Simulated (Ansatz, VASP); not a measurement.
# Cross-check of C (Diamond) between VASP and Ansatz, part 2 of 2

One calculation is typed for both programs; each brings its own data sets. How far apart do they land? The structure shown comes from an earlier Ansatz run, which isn't shown and may have moved the atoms alone.

VASP 6.6.1 and Ansatz 0.2.0.

So far: The starting structure; Ansatz: elastic constants, PBE.

**3. VASP: elastic constants, PBE**

Level of this step: PBE; plane waves and PAW (C) (VASP).

The same cell, functional and mesh now go to VASP, with its own data sets.

Lines of VASP's logs that name or quote its potential files are left out, and so is its time.

INCAR reads:

```
SYSTEM = C
PREC = Accurate
ENCUT = 600
EDIFF = 1E-08
NELM = 120
ISMEAR = 0
SIGMA = 0.01
LREAL = .FALSE.
ALGO = Normal
GGA = PE
NBANDS = 10
LORBIT = 11
LWAVE = .FALSE.
LCHARG = .FALSE.
ISIF = 3
IBRION = 6
NFREE = 2
POTIM = 0.015
NSW = 1
LASPH = .TRUE.
GGA_COMPAT = .FALSE.
EFERMI = MIDGAP
```

POSCAR reads:

```
C
1.0
    0.0000000000      1.7858038299      1.7858038299
    1.7858038299      0.0000000000      1.7858038299
    1.7858038299      1.7858038299      0.0000000000
C
2
Direct
    0.0000000000      0.0000000000      0.0000000000
    0.2500000000      0.2500000000      0.2500000000
```

KPOINTS reads:

```
Automatic mesh
0
Gamma
10 10 10
0 0 0
```

PAW data sets: C (PBE family, release 64).

On the command line:

```console
$ mpirun -np 1 vasp_std
```

Numbers of over 12 decimals in the logs are rounded to 6 here.

The program printed:

```text
[banner, memory and clock lines left out]
running    1 mpi-ranks, on    1 nodes
 distrk:  each k-point on    1 cores,    1 groups
 distr:  one band on    1 cores,    1 groups

 POSCAR found type information on POSCAR C
 POSCAR found :  1 types and       2 ions
 LDA part: xc-table for (Slater+PW92), standard interpolation
 POSCAR, INCAR and KPOINTS ok, starting setup
 FFT: planning ... GRIDC
 FFT: planning ... GRID_SOFT
 FFT: planning ... GRID
 WAVECAR not read
 entering main loop
       N       E                     dE             d eps       ncg     rms          rms(c)
DAV:   1     0.262639194448E+01    0.26264E+01   -0.52675E+03   948   0.887E+02
DAV:   2    -0.183817126122E+02   -0.21008E+02   -0.20251E+02  1232   0.134E+02
DAV:   3    -0.188192740858E+02   -0.43756E+00   -0.43613E+00  1100   0.160E+01
DAV:   4    -0.188201891783E+02   -0.91509E-03   -0.91505E-03  1044   0.851E-01
DAV:   5    -0.188201903536E+02   -0.11753E-05   -0.11753E-05  1058   0.307E-02    0.550E+00
DAV:   6    -0.183476906910E+02    0.47250E+00   -0.26324E-01   976   0.385E+00    0.328E+00
DAV:   7    -0.181886347451E+02    0.15906E+00   -0.31866E-01  1030   0.429E+00    0.744E-01
DAV:   8    -0.181903867774E+02   -0.17520E-02   -0.79399E-03   974   0.715E-01    0.436E-02
DAV:   9    -0.181904201992E+02   -0.33422E-04   -0.68279E-05  1128   0.706E-02    0.233E-02
DAV:  10    -0.181904397778E+02   -0.19579E-04   -0.15780E-05   984   0.382E-02    0.491E-03
DAV:  11    -0.181904398182E+02   -0.40400E-07   -0.20355E-07  1204   0.443E-03    0.635E-04
DAV:  12    -0.181904397783E+02    0.39877E-07   -0.19408E-08  1034   0.150E-03    0.203E-04
DAV:  13    -0.181904397738E+02    0.45022E-08   -0.52754E-10   554   0.209E-04
   1 F= -.18190440E+02 E0= -.18190440E+02  d E =0.000000E+00
[... from here on, the cycles between the ionic steps are left out ...]
   2 F= -.18182135E+02 E0= -.18182135E+02  d E =0.000000E+00
   3 F= -.18181955E+02 E0= -.18181955E+02  d E =0.000000E+00
   4 F= -.18182135E+02 E0= -.18182135E+02  d E =0.000000E+00
   6 F= -.18182135E+02 E0= -.18182135E+02  d E =0.000000E+00
   7 F= -.18181955E+02 E0= -.18181955E+02  d E =0.000000E+00
   8 F= -.18185942E+02 E0= -.18185942E+02  d E =0.000000E+00
   9 F= -.18185942E+02 E0= -.18185942E+02  d E =0.000000E+00
  10 F= -.18185942E+02 E0= -.18185942E+02  d E =0.000000E+00
  11 F= -.18185942E+02 E0= -.18185942E+02  d E =0.000000E+00
  12 F= -.18185942E+02 E0= -.18185942E+02  d E =0.000000E+00
  13 F= -.18185942E+02 E0= -.18185942E+02  d E =0.000000E+00
  14 F= -.18186283E+02 E0= -.18186283E+02  d E =0.000000E+00
 Finite differences progress:
  Degree of freedom:   7/  7
  Displacement:        1/  2
  Total:              13/ 14
 bond charge predicted
       N       E                     dE             d eps       ncg     rms          rms(c)
DAV:   1    -0.181867871274E+02   -0.50397E-03   -0.12983E+00  3436   0.867E+00    0.247E-01
DAV:   2    -0.181866630711E+02    0.12406E-03   -0.68553E-03  3856   0.772E-01    0.146E-01
DAV:   3    -0.181862891635E+02    0.37391E-03   -0.10340E-03  3770   0.248E-01    0.159E-02
DAV:   4    -0.181862858189E+02    0.33445E-05   -0.40194E-05  3832   0.608E-02    0.936E-03
DAV:   5    -0.181862831483E+02    0.26706E-05   -0.74554E-06  3696   0.201E-02    0.785E-04
DAV:   6    -0.181862831822E+02   -0.33907E-07   -0.37398E-07  3838   0.539E-03    0.407E-04
DAV:   7    -0.181862831795E+02    0.27473E-08   -0.75323E-09  2372   0.718E-04
  15 F= -.18186283E+02 E0= -.18186283E+02  d E =0.000000E+00
 Finite differences progress:
  Degree of freedom:   7/  7
  Displacement:        2/  2
  Total:              14/ 14
```

From OUTCAR (step 3):

```text
ion  position               nearest neighbor table
   1  0.000  0.000  0.000-   2 1.55   2 1.55   2 1.55   2 1.55
   2  0.250  0.250  0.250-   1 1.55   1 1.55   1 1.55   1 1.55

  LATTYP: Found a face centered cubic cell.
 ALAT       =     3.5716076598

 Subroutine GETGRP returns: Found 48 space group operations
 (whereof 24 operations were pure point group operations)

The static configuration has the point symmetry T_d .
 The point group associated with its full space group is O_h .

 Found     47 irreducible k-points:

   k-points           NKPTS =     47   k-points in BZ     NKDIM =     47   number of bands    NBANDS=     10

   dimension x,y,z NGX =    20 NGY =   20 NGZ =   20
   dimension x,y,z NGXF=    40 NGYF=   40 NGZF=   40

   ENCUT  =  600.0 eV  44.10 Ry    6.64 a.u.   5.04  5.04  5.04*2*pi/ulx,y,z

   NELECT =       8.0000    total number of electrons

 k-points in reciprocal lattice and weights: Automatic mesh
   0.00000000  0.00000000  0.00000000       0.001
   0.10000000  0.00000000  0.00000000       0.008
   0.20000000  0.00000000  0.00000000       0.008
   0.30000000  0.00000000  0.00000000       0.008
   0.40000000  0.00000000  0.00000000       0.008
   0.50000000  0.00000000  0.00000000       0.004
   0.10000000  0.10000000  0.00000000       0.006
   0.20000000  0.10000000  0.00000000       0.024
   0.30000000  0.10000000  0.00000000       0.024
[...]
-0.30000000  0.40000000  0.20000000       0.024
  -0.30000000  0.50000000  0.20000000       0.012

 average (electrostatic) potential at core
       1 -45.4466       2 -45.4466

 E-fermi :  11.8624

 k-point     1 :       0.0000    0.0000    0.0000
  band No.  band energies     occupation
      1     -11.7525      2.00000
      2       9.4400      2.00000
      3       9.6725      2.00000
      4       9.8987      2.00000
      5      15.0467      0.00000
      6      15.2443      0.00000
      7      15.4527      0.00000
      8      22.9062      0.00000
      9      28.9105      0.00000
    ...

 k-point     2 :       0.1000    0.0000    0.0000
  band No.  band energies     occupation
      1     -11.4767      2.00000
      2       8.0938      2.00000
      3       9.0220      2.00000
      4       9.3133      2.00000
      5      15.7160      0.00000
      6      16.0155      0.00000
      7      16.1310      0.00000
      8      23.1390      0.00000
      9      29.3641      0.00000
    ...

 k-point     3 :       0.2000    0.0000    0.0000
  band No.  band energies     occupation
      1     -10.6537      2.00000
      2       4.8642      2.00000
      3       8.1832      2.00000
      4       8.4425      2.00000
      5      16.7972      0.00000
      6      17.1248      0.00000
      7      17.3625      0.00000
      8      23.7871      0.00000
      9      30.1554      0.00000
    ...

  Total        0.0019025      0.0057577      0.0057577      0.0000000     -0.0434068      0.0000000
  in kB        0.2676054      0.8098983      0.8098983      0.0000000     -6.1057217      0.0000000
  external PRESSURE =       0.6291340 kB  Pullay stress =       0.0000000 kB

  energy-cutoff  :      600.00
  volume of cell :       11.39
      direct lattice vectors                 reciprocal lattice vectors
     0.000000000  1.785803830  1.785803830    -0.279985960  0.279985960  0.279985960
     1.785803830  0.000000000  1.785803830     0.279985960 -0.279985960  0.279985960
     1.785803830  1.785803830  0.000000000     0.279985960  0.279985960 -0.279985960

 POSITION                                       TOTAL-FORCE (eV/Angst)
 -----------------------------------------------------------------------------------
     -0.01500      0.00000      0.00000         0.554073     -0.000000     -0.000000
      0.89290      0.89290      0.89290        -0.554073      0.000000      0.000000
 -----------------------------------------------------------------------------------
    total drift:                               -0.000006     -0.000000     -0.000000

  FREE ENERGIE OF THE ION-ELECTRON SYSTEM (eV)
  ---------------------------------------------------
  free  energy   TOTEN  =       -18.1862831795 eV

  energy  without entropy=      -18.1862831795  energy(sigma->0) =      -18.18628318

  SYMMETRIZED ELASTIC MODULI (kBar)
 Direction    XX          YY          ZZ          XY          YZ          ZX
 --------------------------------------------------------------------------------
 XX       10494.1997   1242.7998   1242.7998      0.0000      0.0000      0.0000
 YY        1242.7998  10494.1997   1242.7998      0.0000      0.0000     -0.0000
 ZZ        1242.7998   1242.7998  10494.1997      0.0000      0.0000      0.0000
 XY           0.0000      0.0000      0.0000   5625.9278      0.0000      0.0000
 YZ           0.0000      0.0000      0.0000      0.0000   5625.9278      0.0000
 ZX           0.0000     -0.0000      0.0000      0.0000      0.0000   5625.9278
 --------------------------------------------------------------------------------

 Eigenvectors and eigenvalues of the dynamical matrix
 ----------------------------------------------------

   1 f  =   38.771946 THz   243.611322 2PiTHz 1293.292914 cm-1   160.347813 meV
             X         Y         Z           dx          dy          dz
      0.000000  0.000000  0.000000     0.000000   -0.707107    0.000000
      0.892902  0.892902  0.892902     0.000000    0.707107    0.000000

   2 f  =   38.771946 THz   243.611322 2PiTHz 1293.292914 cm-1   160.347813 meV
             X         Y         Z           dx          dy          dz
      0.000000  0.000000  0.000000    -0.707107    0.000000    0.000000
      0.892902  0.892902  0.892902     0.707107    0.000000    0.000000

   3 f  =   38.771946 THz   243.611322 2PiTHz 1293.292914 cm-1   160.347813 meV
             X         Y         Z           dx          dy          dz
      0.000000  0.000000  0.000000     0.000000    0.000000   -0.707107
      0.892902  0.892902  0.892902     0.000000    0.000000    0.707107

   4 f  =    0.000000 THz     0.000000 2PiTHz    0.000000 cm-1     0.000000 meV
             X         Y         Z           dx          dy          dz
      0.000000  0.000000  0.000000     0.707107    0.000000    0.000000
      0.892902  0.892902  0.892902     0.707107    0.000000    0.000000

   5 f  =    0.000000 THz     0.000000 2PiTHz    0.000000 cm-1     0.000000 meV
             X         Y         Z           dx          dy          dz
      0.000000  0.000000  0.000000     0.000000    0.707107    0.000000
      0.892902  0.892902  0.892902     0.000000    0.707107    0.000000

   6 f  =    0.000000 THz     0.000000 2PiTHz    0.000000 cm-1     0.000000 meV
             X         Y         Z           dx          dy          dz
      0.000000  0.000000  0.000000     0.000000    0.000000    0.707107
      0.892902  0.892902  0.892902     0.000000    0.000000    0.707107

 ELASTIC MODULI CONTR FROM IONIC RELAXATION (kBar)
 Direction    XX          YY          ZZ          XY          YZ          ZX
 --------------------------------------------------------------------------------
 XX          -0.0000      0.0000      0.0000      0.0000      0.0000      0.0000
 YY           0.0000     -0.0000      0.0000      0.0000      0.0000      0.0000
 ZZ           0.0000      0.0000     -0.0000      0.0000      0.0000      0.0000
 XY           0.0000      0.0000      0.0000    -31.9297      0.0000      0.0000
 YZ           0.0000      0.0000      0.0000      0.0000    -31.9297      0.0000
 ZX           0.0000      0.0000      0.0000      0.0000      0.0000    -31.9297
 --------------------------------------------------------------------------------

 TOTAL ELASTIC MODULI (kBar)
 Direction    XX          YY          ZZ          XY          YZ          ZX
 --------------------------------------------------------------------------------
 XX       10494.1997   1242.7998   1242.7998      0.0000      0.0000      0.0000
 YY        1242.7998  10494.1997   1242.7998      0.0000      0.0000     -0.0000
 ZZ        1242.7998   1242.7998  10494.1997      0.0000      0.0000      0.0000
 XY           0.0000      0.0000      0.0000   5593.9980      0.0000      0.0000
 YZ           0.0000      0.0000      0.0000      0.0000   5593.9980      0.0000
 ZX           0.0000     -0.0000      0.0000      0.0000      0.0000   5593.9980
 --------------------------------------------------------------------------------

 total charge
# of ion       s       p       d       tot
------------------------------------------
    1        0.826   1.745   0.000   2.571
    2        0.826   1.745   0.000   2.571
--------------------------------------------------
tot          1.653   3.489   0.000   5.142

[... 3 further parts left out ...]
```

CONTCAR:

```
C
   1.00000000000000
     0.0000000000000000    1.7858038299000001    1.7858038299000001
     1.7858038299000001    0.0000000000000000    1.7858038299000001
     1.7858038299000001    1.7858038299000001    0.0000000000000000
  C
     2
Direct
     0.0041997894026356   -0.0041997894026356   -0.0041997894026356
     0.2500000000000000    0.2500000000000000    0.2500000000000000
```

The last energy, forces, stress and levels in OUTCAR belong to the last displaced cell, not to the cell of POSCAR.

Levels, forces or a CONTCAR printed for this step are those of its last displaced cell, not of the structure at rest.

**4. Differences**

Known differences besides the potentials themselves: fixed occupations in Ansatz, narrow Gaussian smearing in VASP; the cutoff is 320 eV in Ansatz and 600 eV in VASP; VASP takes each elastic constant from one size of strain, Ansatz from those that its log lists; Ansatz's log warns that its cutoff lies below the recommended one. Total energies have different zeros and are not compared.

Compared:

| quantity | Ansatz | VASP | difference |
| --- | --- | --- | --- |
| C11 (GPa) | 1047.7 | 1049.4 | -0.16 % |
| C22 (GPa) | 1047.7 | 1049.4 | -0.16 % |
| C33 (GPa) | 1047.7 | 1049.4 | -0.16 % |
| C12 (GPa) | 125.3 | 124.3 | +0.81 % |
| C13 (GPa) | 125.3 | 124.3 | +0.81 % |
| C23 (GPa) | 125.3 | 124.3 | +0.81 % |
| C44 (GPa) | 559.5 | 559.4 | +0.01 % |
| C55 (GPa) | 559.5 | 559.4 | +0.01 % |
| C66 (GPa) | 559.5 | 559.4 | +0.01 % |

**5. Outcome**

| Quantity | Value |
| --- | --- |
| difference in C12 (elastic constants, PBE) | 0.81 % |

The difference in C12 is 0.81 % (elastic constants, PBE), within the 5 % picked in this series as the mark of a large difference. Such differences can come from data sets, numerical settings and the points named under the comparisons, not from the functional's error against experiment.

[Lines on the potential files, build, host, timing and source positions are cut from VASP's logs without a mark.]

[Logs are printed without paths, hosts, clocks, repeated set-up lines and the standing remarks that a program may print on its own settings, such as how far it seeks lower states.]

[Hosts, paths, dates, database ids (printed as entryN), source tags and the programs' standing remarks are cut or masked in the printed files.]
